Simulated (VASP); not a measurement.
# LiBe (F-43m) in VASP: further runs

One crystal, LiBe, is run at these levels: PBE, RPBE, rev-vdW-DF2; tasks: relaxation of cell and atoms, electrostatic potential.

All numbers are computed with VASP 6.6.1; they aren't measurements. Logs are shortened: lines on timing, memory, paths and dates and some standing lists are left out, and cuts for length are marked.

## 1. Starting point

Symmetry: F-43m, No. 216, cubic system. Conventional cell: a = 5.529 Å, b = 5.529 Å, c = 5.529 Å, α = 90.00°, β = 90.00°, γ = 90.00°. Li (site symmetry -43m) has 4 Be at 2.39 Å as nearest neighbours. Around Be (site symmetry -43m) lie 4 Li at 2.39 Å.

The cell was built by a generator and needn't be a form met in nature.

## 2. Relaxation of cell and atoms, PBE

Input file INCAR:

```
SYSTEM = LiBe
PREC     = Accurate       ! precision mode
ENCUT    = 600            ! plane-wave cutoff, eV
EDIFF    = 1E-6           ! SCF threshold, eV
ISMEAR   = 1              ! smearing method
SIGMA    = 0.2            ! smearing width, eV
LREAL    = .FALSE.        ! projectors in reciprocal space
LASPH    = .TRUE.         ! aspherical terms in the spheres
NELM     = 100            ! most SCF steps
ALGO     = Normal         ! electronic algorithm
ISIF     = 3              ! what is computed and relaxed
LWAVE    = .FALSE.        ! write WAVECAR
LCHARG   = .FALSE.        ! write CHGCAR
GGA      = PE             ! functional
IBRION   = 2              ! ionic algorithm
NSW      = 60             ! ionic steps
EDIFFG   = -0.01          ! ionic threshold
```

Input file KPOINTS:

```
regular mesh
0
G
  8 8 8
  0 0 0
```

Input file POSCAR:

```
LiBe
1.0
    0.0000000000      2.7647500000      2.7647500000
    2.7647500000      0.0000000000      2.7647500000
    2.7647500000      2.7647500000      0.0000000000
Li Be
1 1
Direct
    0.7500000000      0.7500000000      0.7500000000
    0.0000000000      0.0000000000      0.0000000000
```

Potentials or basis: VASP PAW PBE potentials, release 64 (Li_sv, Be).

Launch:

```
$ cat potpaw_PBE.64/Li_sv/POTCAR potpaw_PBE.64/Be/POTCAR > POTCAR
$ mpirun -np 1 vasp_std > vasp.out
```

OUTCAR:

```text
SYSTEM = LiBe
   PREC = Accurate
   ENCUT = 600
   EDIFF = 1E-6
   ISMEAR = 1
   LREAL = .FALSE.
   LASPH = .TRUE.
   NELM = 100
   ISIF = 3
   GGA = PE
   IBRION = 2
   NSW = 60
   EDIFFG = -0.01

 ion  position               nearest neighbor table
   1  0.750  0.750  0.750-   2 2.39   2 2.39   2 2.39   2 2.39
   2  0.000  0.000  0.000-   1 2.39   1 2.39   1 2.39   1 2.39

  LATTYP: Found a face centered cubic cell.
 ALAT       =     5.5295000000

  Lattice vectors:

 A1 = (   0.0000000000,   2.7647500000,   2.7647500000)
 A2 = (   2.7647500000,   0.0000000000,   2.7647500000)
 A3 = (   2.7647500000,   2.7647500000,   0.0000000000)

Analysis of symmetry for initial positions (statically):
=====================================================================
 Subroutine PRICEL returns:
 Original cell was already a primitive cell.

 Routine SETGRP: Setting up the symmetry group for a
 face centered cubic supercell.

 Subroutine GETGRP returns: Found 24 space group operations
 (whereof 24 operations were pure point group operations)
 out of a pool of 48 trial point group operations.

The static configuration has the point symmetry T_d .

Analysis of symmetry for dynamics (positions and initial velocities):
=====================================================================
 Subroutine PRICEL returns:
 Original cell was already a primitive cell.

 Routine SETGRP: Setting up the symmetry group for a
 face centered cubic supercell.

 Subroutine GETGRP returns: Found 24 space group operations
 (whereof 24 operations were pure point group operations)
 out of a pool of 48 trial point group operations.

The dynamic configuration has the point symmetry T_d .

 Subroutine INISYM returns: Found 24 space group operations
 (whereof 24 operations are pure point group operations),
 and found     1 'primitive' translations

----------------------------------------------------------------------------------------

                                     Primitive cell

  volume of cell :      42.2666

  direct lattice vectors                    reciprocal lattice vectors
     0.000000000  2.764750000  2.764750000    -0.180848178  0.180848178  0.180848178
     2.764750000  0.000000000  2.764750000     0.180848178 -0.180848178  0.180848178
     2.764750000  2.764750000  0.000000000     0.180848178  0.180848178 -0.180848178

  length of vectors
     3.909946947  3.909946947  3.909946947     0.313238233  0.313238233  0.313238233

  position of ions in fractional coordinates (direct lattice)
     0.750000000  0.750000000  0.750000000
     0.000000000  0.000000000  0.000000000

  ion indices of the primitive-cell ions
   primitive index   ion index
                 1           1
                 2           2

----------------------------------------------------------------------------------------

 KPOINTS: regular mesh

Automatic generation of k-mesh.
 Grid dimensions read from file:
 generate k-points for:    8    8    8

 Generating k-lattice:

  Cartesian coordinates                     Fractional coordinates (reciprocal lattice)
    -0.022606022  0.022606022  0.022606022     0.125000000  0.000000000  0.000000000
     0.022606022 -0.022606022  0.022606022     0.000000000  0.125000000  0.000000000
     0.022606022  0.022606022 -0.022606022     0.000000000  0.000000000  0.125000000

  Length of vectors
     0.039154779  0.039154779  0.039154779

  Shift w.r.t. Gamma in fractional coordinates (k-lattice)
     0.000000000  0.000000000  0.000000000

 Subroutine IBZKPT returns following result:
 ===========================================

 Found     29 irreducible k-points:

 Following reciprocal coordinates:
            Coordinates               Weight
  0.000000  0.000000  0.000000      1.000000
  0.125000  0.000000  0.000000      8.000000
  0.250000  0.000000  0.000000      8.000000
  0.375000  0.000000  0.000000      8.000000
  0.500000  0.000000  0.000000      4.000000
  0.125000  0.125000  0.000000      6.000000
[... 16 lines left out ...]
  0.500000  0.250000  0.125000     48.000000
 -0.375000  0.250000  0.125000     24.000000
 [... further k-points ...]
   k-points           NKPTS =     29   k-points in BZ     NKDIM =     29   number of bands    NBANDS=      6
   number of dos      NEDOS =    301   number of ions     NIONS =      2
   total plane-waves  NPLWV =  32768
   dimension x,y,z NGX =    32 NGY =   32 NGZ =   32
   dimension x,y,z NGXF=    64 NGYF=   64 NGZF=   64
   ions per type =               1   1
   NGX,Y,Z   is equivalent  to a cutoff of  13.61, 13.61, 13.61 a.u.
   NGXF,Y,Z  is equivalent  to a cutoff of  27.21, 27.21, 27.21 a.u.
 SYSTEM =  LiBe
   PREC   = accura    normal or accurate (medium, high low for compatibility)
   ISTART =      0    job   : 0-new  1-cont  2-samecut
   ICHARG =      2    charge: 1-file 2-atom 10-const
   ISPIN  =      1    spin polarized calculation?
   LNONCOLLINEAR =      F non collinear calculations
   LSORBIT =      F    spin-orbit coupling
   LASPH  =      T    aspherical Exc in radial PAW
   ENCUT  =  600.0 eV  44.10 Ry    6.64 a.u.   7.81  7.81  7.81*2*pi/ulx,y,z
   NELM   =    100;   NELMIN=  2; NELMDL= -5     # of ELM steps
   EDIFF  = 0.1E-05   stopping-criterion for ELM
   LREAL  =      F    real-space projection
   EDIFFG = -.1E-01   stopping-criterion for IOM
   NSW    =     60    number of steps for IOM
   IBRION =      2    ionic relax: 0-MD 1-quasi-New 2-CG
   NFREE  =      1    steps in history (QN), initial steepest desc. (CG)
   ISIF   =      3    stress and relaxation
   ISYM   =      2    0-nonsym 1-usesym 2-fastsym
   POTIM  = 0.5000    time-step for ionic-motion
   TEBEG  =    0.0;   TEEND  =   0.0 temperature during run
   PSTRESS=    0.0 pullay stress
   NELECT =       5.0000    total number of electrons
   NUPDOWN=      -1.0000    fix difference up-down
   EMIN   =  10.00;   EMAX   =-10.00  energy-range for DOS
   EFERMI =   0.00;   METHOD = LEGACY
   ISMEAR =     1;   SIGMA  =   0.20  broadening in eV -4-tet -1-fermi 0-gaus
   EFERMI_NEDOS =   21; number of points for ismear=-14 and -15
   IALGO  =     38    algorithm
   IMIX   =      4    mixing-type and parameters
     AMIX     =   0.40;   BMIX     =  1.00
     AMIX_MAG =   1.60;   BMIX_MAG =  1.00
  volume/ion in A,a.u.               =      21.13       142.61
  Fermi-wavevector in a.u.,A,eV,Ry     =   0.803648  1.518674  8.787315  0.645849
  Thomas-Fermi vector in A             =   1.911555
   LORBIT       =      0    0 simple, 1 ext, 2 COOP (PROOUT), +10 PAW based schemes
   GGA     = PE    functional components
   LHFCALC =     F    Hartree Fock is set to
   AEXX    =    0.0000 exact exchange contribution
   IVDW    =     0    specifies the selected vdW correction
   LEPSILON=     F    determine dielectric tensor
   LRPA    =     F    only Hartree local field effects (RPA)
 conjugate gradient relaxation of ions
 non-spin polarized calculation
 Methfessel and Paxton  Order N= 1 SIGMA  =   0.20
  energy-cutoff  :      600.00
  volume of cell :       42.27
 maximum number of plane-waves:      1424
   NGX = 15   NGY = 15   NGZ = 15

 number of electron       5.0000007 magnetization

 Free energy of the ion-electron system (eV)
  ---------------------------------------------------
  ext. energy  EPLUGINS =         0.00000000
  ---------------------------------------------------
  free energy    TOTEN  =        -2.87830365 eV

  energy without entropy =       -2.87795322  energy(sigma->0) =       -2.87818684

 E-fermi :   0.2682     XC(G=0):  -7.2275

 val. band max:        0.0965687237   @ k =  -0.2500   0.3750   0.1250
 cond. band min:       0.2852594030   @ k =  -0.2500   0.5000   0.2500
 fundamental gap:      0.1886906793
 Fermi energy:         0.2681806533

 k-point     1 :       0.0000    0.0000    0.0000
  band No.  band energies     occupation
      1     -46.0322      2.00000
      2      -4.5949      2.00000
      3       4.4459      0.00000
      4       4.4459      0.00000
      5       4.4459      0.00000
      6       7.9875      0.00000

 k-point     2 :       0.1250    0.0000    0.0000
  band No.  band energies     occupation
      1     -46.0321      2.00000
      2      -4.4196      2.00000
      3       3.4701     -0.00000
      4       4.2346     -0.00000
      5       4.2346     -0.00000
      6       8.3178      0.00000

 k-point     3 :       0.2500    0.0000    0.0000
  band No.  band energies     occupation
      1     -46.0317      2.00000
      2      -3.8990      2.00000
      3       1.6935     -0.00000
      4       3.8512     -0.00000
      5       3.8512     -0.00000
      6       8.6381      0.00000

 k-point     4 :       0.3750    0.0000    0.0000
  band No.  band energies     occupation
      1     -46.0315      2.00000
      2      -3.0664      2.00000
      3      -0.0274      2.05726
      4       3.5675     -0.00000
      5       3.5675     -0.00000
      6       8.4068      0.00000

 k-point     5 :       0.5000    0.0000    0.0000
  band No.  band energies     occupation
      1     -46.0313      2.00000
      2      -2.3157      2.00000
      3      -1.0892      2.00000
      4       3.4686     -0.00000
      5       3.4686     -0.00000
      6       8.2423      0.00000

 k-point     6 :       0.1250    0.1250    0.0000
  band No.  band energies     occupation
      1     -46.0320      2.00000
      2      -4.3610      2.00000
      3       3.7745     -0.00000
      4       3.7745     -0.00000
      5       3.9714     -0.00000
      6       7.7112      0.00000

 k-point     7 :       0.2500    0.1250    0.0000
  band No.  band energies     occupation
      1     -46.0318      2.00000
      2      -3.9549      2.00000
      3       2.3417     -0.00000
      4       3.3065     -0.00000
      5       3.7861     -0.00000
      6       7.7583      0.00000

 k-point     8 :       0.3750    0.1250    0.0000
  band No.  band energies     occupation
      1     -46.0315      2.00000
      2      -3.2206      2.00000
      3       0.6264     -0.02955
      4       3.0633     -0.00000
      5       3.3467     -0.00000
      6       7.6097      0.00000
[... 91 lines left out ...]
 k-point    19 :       0.5000    0.3750    0.0000
  band No.  band energies     occupation
      1     -46.0310      2.00000
      2      -1.8194      2.00000
      3       0.3403      0.43112
      4       1.3042     -0.00000
      5       1.9597     -0.00000
      6       5.7973      0.00000

 k-point    20 :      -0.3750    0.3750    0.0000
  band No.  band energies     occupation
      1     -46.0310      2.00000
      2      -1.3670      2.00000
      3      -0.0453      2.04914
      4       0.5259     -0.06977
      5       2.2279     -0.00000
      6       6.3469      0.00000

 k-point    21 :       0.5000    0.5000    0.0000
  band No.  band energies     occupation
      1     -46.0309      2.00000
      2      -1.5239      2.00000
      3      -0.1220      2.01868
      4       1.7853     -0.00000
      5       1.7853     -0.00000
      6       5.2131      0.00000

 k-point    22 :       0.3750    0.2500    0.1250
  band No.  band energies     occupation
      1     -46.0315      2.00000
      2      -3.4398      2.00000
      3       1.6896     -0.00000
      4       2.2947     -0.00000
      5       3.4134     -0.00000
      6       7.6947      0.00000

 k-point    23 :       0.5000    0.2500    0.1250
  band No.  band energies     occupation
      1     -46.0313      2.00000
      2      -2.6211      2.00000
      3       0.3138      0.62484
      4       1.9881     -0.00000
      5       2.8449     -0.00000
      6       7.5447      0.00000

 k-point    24 :      -0.3750    0.2500    0.1250
  band No.  band energies     occupation
      1     -46.0312      2.00000
      2      -1.8968      2.00000
      3      -0.6696      2.00000
      4       2.0275     -0.00000
      5       2.5153     -0.00000
      6       7.4307      0.00000

 [... further k-points ...]
[... 5 lines left out ...]
  --------------------------------------------------------------------------------------
  -------------------------------------------------------------------------------------
  Total       -0.0173723     -0.0173723     -0.0173723      0.0000000      0.0000000      0.0000000
  in kB       -0.6585202     -0.6585202     -0.6585202      0.0000000      0.0000000      0.0000000
  external PRESSURE =      -0.6585202 kB  Pullay stress =       0.0000000 kB

 VOLUME and BASIS-vectors are now :
 -----------------------------------------------------------------------------
  energy-cutoff  :      600.00
  volume of cell :       42.27
      direct lattice vectors                 reciprocal lattice vectors
     0.000000000  2.764750000  2.764750000    -0.180848178  0.180848178  0.180848178
     2.764750000  0.000000000  2.764750000     0.180848178 -0.180848178  0.180848178
     2.764750000  2.764750000  0.000000000     0.180848178  0.180848178 -0.180848178

 POSITION                                       TOTAL-FORCE (eV/Angst)
 -----------------------------------------------------------------------------------
      4.14712      4.14712      4.14712        -0.000000     -0.000000      0.000000
      0.00000      0.00000      0.00000         0.000000      0.000000     -0.000000
 -----------------------------------------------------------------------------------
    total drift:                                0.000000      0.000000      0.000000

  FREE ENERGIE OF THE ION-ELECTRON SYSTEM (eV)
  ---------------------------------------------------
  free  energy   TOTEN  =        -2.8783036474 eV

  energy  without entropy=       -2.8779532238  energy(sigma->0) =       -2.87818684

 reached required accuracy - stopping structural energy minimisation
```

Wall time 3.5 s (1 thread of Intel Xeon 6975P-C (Granite Rapids), shared host); peak memory 0.17 GiB.

What came out:

| Quantity | Value |
| --- | --- |
| Free energy | -2.8783 eV |
| Pressure after relaxing | -0.1 GPa |
| Band gap on the k mesh | none (metal or under the smearing width) |

Final structure:
```
Li Be
1.0
     0.00000    2.76475    2.76475
     2.76475    0.00000    2.76475
     2.76475    2.76475    0.00000
Li Be
1 1
Direct
  0.75000 0.75000 0.75000
  0.00000 0.00000 0.00000
```

Caveat: the cutoff is under 1.25 times the usual one of these potentials, so pressure, stress and relaxed cells hold a basis-set (Pulay) error; the relaxation stopped at its first step, so nothing moved.

## 3. Relaxation of cell and atoms, RPBE

Input file INCAR:

```
  PREC = Accurate
  ENCUT = 600
  EDIFF = 1E-6
  ISMEAR = 1
  SIGMA = 0.2
  LREAL = False
  LASPH = True
  NELM = 80
  ALGO = Normal
  ISIF = 3
  LWAVE = False
  LCHARG = False
  GGA = RP
  IBRION = 2
  NSW = 60
  EDIFFG = -0.02
```

Input file KPOINTS:

```
Automatic mesh
0
Gamma
  8 8 8
```

POSCAR is that of step 2.

Potentials or basis: VASP PAW PBE potentials, release 64 (Li_sv, Be).

Launch:

```
$ cat potpaw_PBE.64/Li_sv/POTCAR potpaw_PBE.64/Be/POTCAR > POTCAR
$ mpirun -np 1 vasp_std > vasp.out
```

Run time: 7.8 s. Hardware: 1 thread of Intel Xeon 6975P-C (Granite Rapids), shared host; peak memory 0.17 GiB.

It converged, with:

| Quantity | Value |
| --- | --- |
| Free energy | -2.6054 eV |
| Relaxed volume | 21.96 Å³/atom |
| Relaxed cell | a = 3.960 Å, b = 3.960 Å, c = 3.960 Å, α = 60.00°, β = 60.00°, γ = 60.00° |
| Space group after relaxing (to 0.05 Å) | F-43m (No. 216) |
| Energy gained by relaxing | 1.4 meV/atom |
| Ionic steps | 3 |
| Pressure after relaxing | 0.0 GPa |
| Band gap on the k mesh | none (metal or under the smearing width) |

Step by step:
```csv
step,energy change (eV),largest force (eV/Å),pressure (GPa),volume (Å³)
1,0.0000,0.0000,0.54,42.27
2,-0.0013,0.0000,0.39,42.70
3,-0.0028,0.0000,0.02,43.92
```

Final structure:
```
CELL_PARAMETERS angstrom
0.00000 2.80035 2.80035
2.80035 0.00000 2.80035
2.80035 2.80035 0.00000
ATOMIC_POSITIONS crystal
Li 0.75000 0.75000 0.75000
Be 0.00000 0.00000 0.00000
```

Levels at points of the mesh, in eV from the Fermi level:
| k point | band 1 | band 2 | band 3 | band 4 | band 5 |
| --- | --- | --- | --- | --- | --- |
| (0.00, 0.00, 0.00) | -46.56 | -4.80 | 4.09 | 4.09 | 4.09 |
| (0.50, 0.00, 0.00) | -46.56 | -2.58 | -1.32 | 3.15 | 3.15 |
| (0.50, 0.50, 0.00) | -46.56 | -1.82 | -0.37 | 1.51 | 1.51 |

Caveat: the cutoff is under 1.25 times the usual one of these potentials, so pressure, stress and relaxed cells hold a basis-set (Pulay) error; the PAW data sets were made with another functional, which shifts forces and pressure a little.

## 4. Electrostatic potential, rev-vdW-DF2

Input file INCAR:

```
PREC     = Accurate       # precision mode
ENCUT    = 520            # plane-wave cutoff, eV
EDIFF    = 1E-6           # SCF threshold, eV
ISMEAR   = -5             # smearing method
SIGMA    = 0.05           # smearing width, eV
LREAL    = On           
LASPH    = True           # aspherical terms in the spheres
NELM     = 100            # most SCF steps
ALGO     = Fast           # electronic algorithm
ISIF     = 2              # what is computed and relaxed
LWAVE    = False          # write WAVECAR
LCHARG   = True           # write CHGCAR
GGA      = MK             # functional
LUSE_VDW = True         
AGGAC    = 0.0          
PARAM1   = 0.1234       
PARAM2   = 0.711357     
ZAB_VDW  = -1.8867      
LVHAR    = True
```

Input file KPOINTS:

```
regular mesh
0
Gamma
  4 4 4
```

POSCAR: that of step 3 with these lines changed.

```diff
@@ -7,4 +7,4 @@
 1 1
-Direct
-    0.7500000000      0.7500000000      0.7500000000
+Cartesian
+    4.1471250000      4.1471250000      4.1471250000
     0.0000000000      0.0000000000      0.0000000000
```

Launch:

```
$ cat potpaw_PBE.64/Li_sv/POTCAR potpaw_PBE.64/Be/POTCAR > POTCAR
$ mpirun -np 1 vasp_std > vasp.out
```

It took 28 s on 1 thread of Intel Xeon 6975P-C (Granite Rapids), shared host; peak memory 0.33 GiB.

These settings aren't checked as converged (typed here: LREAL = On; k = 4 × 4 × 4): the numbers below hold their error.

Results:

```
Free energy            : -1.8515 eV
Band gap on the k mesh : none (metal or under the smearing width)
```

Caveat: the k mesh is coarse (spacing up to 0.49 Å⁻¹), so the values aren't converged; the cutoff is under 1.25 times the usual one of these potentials, so pressure, stress and relaxed cells hold a basis-set (Pulay) error; the PAW data sets were made with another functional, which shifts forces and pressure a little; tetrahedron occupations give inexact forces and stress in metals.

## 5. The reference run

An earlier run on the cell as given: functional PBE; potentials or basis VASP PAW PBE potentials, release 64 (Li_sv, Be); cutoff 520 eV; k mesh 8 × 8 × 8; occupations fermi-dirac, width 0.05 eV; no spin polarisation.

* Band gap on the k mesh: none (metal or under the smearing width)

## 6. The runs side by side

| task | level | cell | cutoff (eV) | smearing | gap on the mesh (eV) | pressure (GPa) |
| --- | --- | --- | --- | --- | --- | --- |
| relaxation of cell and atoms | PBE | relaxed | 600 | methfessel-paxton 0.2 eV | none | -0.1 |
| relaxation of cell and atoms | RPBE | relaxed | 600 | methfessel-paxton 0.2 eV | none | 0.0 |
| single point | PBE | as given | 520 | fermi-dirac 0.05 eV | none | - |

Alike in all rows: potentials or basis VASP PAW PBE potentials, release 64 (Li_sv, Be); no spin polarisation; k mesh 8 × 8 × 8.

Caveats: the cutoff is under 1.25 times the usual one of these potentials, so pressure, stress and relaxed cells hold a basis-set (Pulay) error; the relaxation stopped at its first step, so nothing moved (some runs); the PAW data sets were made with another functional, which shifts forces and pressure a little (some runs).

Total energies depend on the potentials used, so only differences within one code and one set of settings carry meaning.
